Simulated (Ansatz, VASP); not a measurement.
# Cross-check of TiO2 (amorphous TiO2) between VASP and Ansatz, part 3 of 3

One calculation is typed for both programs; each brings its own data sets. How far apart do they land? Of the first pair: The structure shown is the start of the Ansatz relaxation below; VASP solves that cell, so the two are compared at the walk's first step.

VASP 6.6.1 and Ansatz 0.2.0.

So far: The structure; Ansatz: relaxation, LDA; VASP: single point, LDA, start cell, pair 1; Comparison.

## (6) VASP: single point, LDA, relaxed cell, pair 2

Level of this step: LDA, spin-polarised from a ferromagnetic start; plane waves and PAW (Ti_sv, O) (VASP).

The same cell, functional (in two slightly different forms), mesh and smearing now go to VASP, with its own data sets.

INCAR reads:

```
SYSTEM = TiO2
PREC = Accurate
ENCUT = 520
EDIFF = 1E-06
NELM = 200
ISMEAR = -1
SIGMA = 0.01
LREAL = Auto
ALGO = Normal
GGA = PW92
NELECT = 673
NBANDS = 400
ISPIN = 2
MAGMOM = 0 0 0 0 0.01 0.09 0.01 0.01 0.09 0 0.06 0.01 0.01 0.01 0 0.15 0.02 0 0.04 0.04 0 0 0.01 0.02 0 0.02 0.03 0.01 -0 -0 -0 -0 0 0 -0 -0 -0 -0 -0 -0 -0 0 -0 0 0 -0 -0 -0 -0 -0.01 -0 -0 -0.01 -0 -0 -0 -0 -0 -0 -0 0 -0 0 0 -0 0 0 -0 -0 -0 -0 -0 0 0 -0 -0 -0 -0 -0 -0 -0 0 0 -0
LASPH = .TRUE.
LMAXMIX = 4
LORBIT = 11
LWAVE = .FALSE.
LCHARG = .FALSE.
ISIF = 2
GGA_COMPAT = .FALSE.
NCORE = 2
```

POSCAR reads:

```
TiO2
1.0
   10.4577200000      0.0000000000      0.0000000000
    0.0000000000     10.4577200000      0.0000000000
    0.0000000000      0.0000000000     10.4577200000
Ti O
28 56
Direct
    0.1764400000      0.8852100000      0.3780100000
    0.3712300000      0.2058400000      0.5498700000
    0.3534700000      0.1073200000      0.2159000000
    0.6531400000      0.8843600000      0.9171900000
    0.8181100000      0.2602200000      0.2511900000
    0.0470400000      0.6881200000      0.7102100000
    0.1406500000      0.6282900000      0.1584200000
    0.0610200000      0.1276400000      0.5368100000
    0.8680200000      0.4205100000      0.8497300000
    0.2511300000      0.3707600000      0.3274800000
    0.1233100000      0.8994200000      0.9672500000
    0.3595500000      0.4365300000      0.9321900000
    0.2628400000      0.5197500000      0.6174600000
    0.0985000000      0.2511300000      0.0465700000
    0.4581700000      0.6303500000      0.3720500000
    0.8757500000      0.6857800000      0.9479900000
    0.5852800000      0.1968600000      0.8419800000
    0.5441900000      0.9681800000      0.4158600000
    0.9424400000      0.4177500000      0.5209600000
    0.6406400000      0.4235400000      0.0155300000
    0.2965200000      0.1231100000      0.8894300000
    0.3981600000      0.6954600000      0.0449700000
    0.8752000000      0.7334400000      0.4545900000
    0.8629700000      0.9312500000      0.1751100000
    0.7555500000      0.0413700000      0.6344200000
    0.6399800000      0.7094200000      0.6878500000
    0.3181000000      0.8437200000      0.6888400000
    0.6473800000      0.4212800000      0.5203800000
    0.7029700000      0.0060900000      0.4749900000
    0.7382600000      0.7495500000      0.5509300000
    0.9651900000      0.2762700000      0.1693400000
    0.9932200000      0.3414000000      0.9267900000
    0.3704200000      0.0898300000      0.0352200000
    0.6282900000      0.0593800000      0.9321700000
    0.6002600000      0.5360200000      0.4021800000
    0.5108400000      0.0582400000      0.2711700000
    0.0838600000      0.5287700000      0.6140800000
    0.1326300000      0.4840800000      0.2492700000
    0.0595400000      0.0069800000      0.4114500000
    0.7162500000      0.7184900000      0.8459900000
    0.2227500000      0.7014400000      0.7236800000
    0.4195400000      0.1718000000      0.7706500000
    0.9322900000      0.5876600000      0.8048100000
    0.3330300000      0.2033800000      0.3760200000
    0.2711800000      0.9671500000      0.2599600000
    0.1319600000      0.7402500000      0.2956600000
    0.4780500000      0.7821700000      0.6972900000
    0.2560300000      0.9502500000      0.8245500000
    0.4480000000      0.0491700000      0.5348700000
    0.9910600000      0.6494400000      0.0752900000
    0.0166400000      0.8036600000      0.8622200000
    0.7911300000      0.3392100000      0.4213400000
    0.8655100000      0.3893100000      0.6686400000
    0.2714600000      0.3796600000      0.5180500000
    0.8980500000      0.5664800000      0.4387900000
    0.1201900000      0.0954900000      0.9690300000
    0.8040500000      0.0883000000      0.2240500000
    0.2433000000      0.2973300000      0.9355400000
    0.2316500000      0.7861300000      0.0377600000
    0.5173500000      0.3174700000      0.5434700000
    0.3517400000      0.6192800000      0.5070100000
    0.9986400000      0.7773300000      0.5727500000
    0.7828100000      0.5292300000      0.9832800000
    0.4063800000      0.6932700000      0.2086900000
    0.2256400000      0.2510100000      0.1789000000
    0.4977900000      0.3195600000      0.9584500000
    0.5064000000      0.8176700000      0.9757300000
    0.2118600000      0.1466200000      0.6163200000
    0.6379500000      0.5389700000      0.6550300000
    0.9266700000      0.0829600000      0.6348900000
    0.2597400000      0.8719900000      0.5300900000
    0.6728900000      0.1781600000      0.6927300000
    0.5030500000      0.5495100000      0.9984900000
    0.3803600000      0.4656600000      0.3009500000
    0.2650900000      0.5540600000      0.0287400000
    0.8566000000      0.8223700000      0.3053100000
    0.7845000000      0.8480400000      0.0351400000
    0.6955600000      0.9178300000      0.7393800000
    0.6966600000      0.3427800000      0.1577500000
    0.3442600000      0.4749200000      0.7673200000
    0.0183600000      0.9285100000      0.1066500000
    0.5144500000      0.7983400000      0.4038400000
    0.7142600000      0.3277100000      0.8815400000
    0.0415500000      0.2853700000      0.4621400000
```

KPOINTS reads:

```
Automatic mesh
0
Gamma
1 1 1
0 0 0
```

Potentials, in the order of the species: Ti_sv and O (LDA family, release 64).

The run is started by

```bash
$ mpirun -np 8 vasp_gam
```

Numbers of over 12 decimals in the logs are rounded to 6 here.

The log of the run:

```text
[banner, memory and clock lines left out]
running    8 mpi-ranks, on    1 nodes
[...]
[... a notice as in an earlier step ...]

 LDA part: xc-table for (Slater(with rela. corr.)+PW92), standard interpolation
 POSCAR, INCAR and KPOINTS ok, starting setup
[...]
entering main loop
       N       E                     dE             d eps       ncg     rms          rms(c)
DAV:   1     0.133122824456E+05    0.13312E+05   -0.37146E+05  1600   0.207E+03
DAV:   2     0.235924973027E+04   -0.10953E+05   -0.10538E+05  1600   0.652E+02
DAV:   3    -0.642203834463E+03   -0.30015E+04   -0.28563E+04  1976   0.287E+02
DAV:   4    -0.997910882167E+03   -0.35571E+03   -0.35453E+03  2240   0.108E+02
DAV:   5    -0.102804371257E+04   -0.30133E+02   -0.30046E+02  2528   0.256E+01BRMIX: very serious problems
 the old and the new charge density differ
 old charge density:   672.00000 new  673.00000
    0.128E+02
DAV:   6    -0.816112761906E+03    0.21193E+03   -0.18244E+03  2304   0.107E+02    0.565E+01
DAV:   7    -0.806541275099E+03    0.95715E+01   -0.41436E+02  2312   0.432E+01    0.334E+01
DAV:   8    -0.803380548116E+03    0.31607E+01   -0.59573E+01  2304   0.219E+01    0.132E+01
DAV:   9    -0.802364067326E+03    0.10165E+01   -0.22795E+01  2320   0.117E+01    0.758E+00
[...]
DAV:  20    -0.802017588146E+03   -0.50214E-05   -0.12339E-05  2168   0.103E-02    0.715E-03
DAV:  21    -0.802017589963E+03   -0.18176E-05   -0.51069E-06  1656   0.680E-03    0.507E-03
DAV:  22    -0.802017590117E+03   -0.15424E-06   -0.15991E-06  1120   0.428E-03
   1 F= -.80201759E+03 E0= -.80201746E+03  d E =-.254442E-03  mag=     0.9991
```

From OUTCAR (step 6):

```text
  FREE ENERGIE OF THE ION-ELECTRON SYSTEM (eV)
  ---------------------------------------------------
  free  energy   TOTEN  =      -802.0175901175 eV

  energy  without entropy=     -802.0173356758  energy(sigma->0) =     -802.01746290

 magnetization (x)
# of ion       s       p       d       tot
------------------------------------------
    1        0.000   0.000   0.003   0.004
    2        0.000   0.000   0.004   0.004
    3        0.000   0.000   0.003   0.003
    4        0.000  -0.000   0.007   0.007
    5        0.000   0.000   0.011   0.012
    6        0.001   0.001   0.123   0.126
    7        0.000   0.000   0.011   0.011
    8        0.000   0.000   0.008   0.008
    9        0.001   0.001   0.130   0.132
   10        0.000  -0.000   0.000   0.000
   11        0.001   0.001   0.081   0.083
   12        0.000   0.000   0.020   0.021
   13        0.000   0.000   0.017   0.018
[...]
--------------------------------------------------
tot          0.006  -0.054   0.909   0.862
```

The run ends at a pressure of -2.64 GPa, with forces up to 0.26 eV/Å.

## (7) Side by side

What differs besides the data sets and the points named for the pairs above, as far as they apply: site moments are counted in spheres of each program's own size. Total energies have different zeros and are not compared.

The two programs side by side:

| quantity | Ansatz | VASP | difference |
| --- | --- | --- | --- |
| total moment (μB) | 1.00 | 1.00 | 0.00 |
| moment on Ti16 (μB) | 0.15 | 0.21 | -0.06 |
| moment on Ti9 (μB) | 0.09 | 0.13 | -0.04 |
| moment on Ti6 (μB) | 0.09 | 0.13 | -0.04 |
| moment on Ti11 (μB) | 0.06 | 0.08 | -0.03 |
| moment on Ti20 (μB) | 0.04 | 0.06 | -0.02 |
| moment on Ti19 (μB) | 0.04 | 0.05 | -0.02 |

Forces on 7 of the 84 atoms, those with the largest forces and the largest differences (eV/Å; atoms numbered as in POSCAR):

```
atom          Ansatz x, y, z           VASP x, y, z
 Ti5    -0.013, 0.005, 0.010   -0.084, 0.021, 0.171
Ti10    0.012, 0.007, -0.002  -0.198, -0.162, 0.057
Ti21  -0.005, -0.005, -0.005  -0.120, 0.006, -0.156
Ti22    -0.013, 0.007, 0.013  -0.061, 0.015, -0.181
Ti28   0.006, -0.006, -0.011   0.192, -0.041, 0.018
 O64    0.011, -0.003, 0.007    0.010, 0.010, 0.186
 O74  -0.009, -0.010, -0.007   0.210, 0.145, -0.055
```

The forces differ by 62 meV/Å r.m.s., where the r.m.s. force is 0.009 eV/Å in Ansatz and 0.064 eV/Å in VASP: the atoms lie near their places of rest in Ansatz, so a percentage would say little (all taken over all components). The cell carries a charge of -1 e against a uniform background, so its pressure also hangs on how the neutralising background is counted, and in a defect's cell a gap may be the spacing between its levels.

## (8) Summary of results

| Item | Value |
| --- | --- |
| r.m.s. force difference (single point, LDA, start cell, pair 1) | 64 meV/Å |
| r.m.s. force difference (single point, LDA, relaxed cell, pair 2) | 62 meV/Å |

In words: The r.m.s. force difference is 64 meV/Å (single point, LDA, start cell, pair 1), beyond the 12 meV/Å picked in this series as the mark of a large difference. What causes the difference of the single point, LDA, start cell, pair 1 pair stays open here. What causes the difference of the single point, LDA, relaxed cell, pair 2 pair stays open here. How closely two codes agree says nothing of how well the functional describes the real material.

[Lines on the potential files, build, host, timing and source positions are cut from VASP's logs without a mark.]

[Logs are printed without paths, hosts, clocks, repeated set-up lines and the standing remarks that a program may print on its own settings, such as how far it seeks lower states.]

[Hosts, paths, dates, database ids (printed as entryN), source tags and the programs' standing remarks are cut or masked in the printed files.]
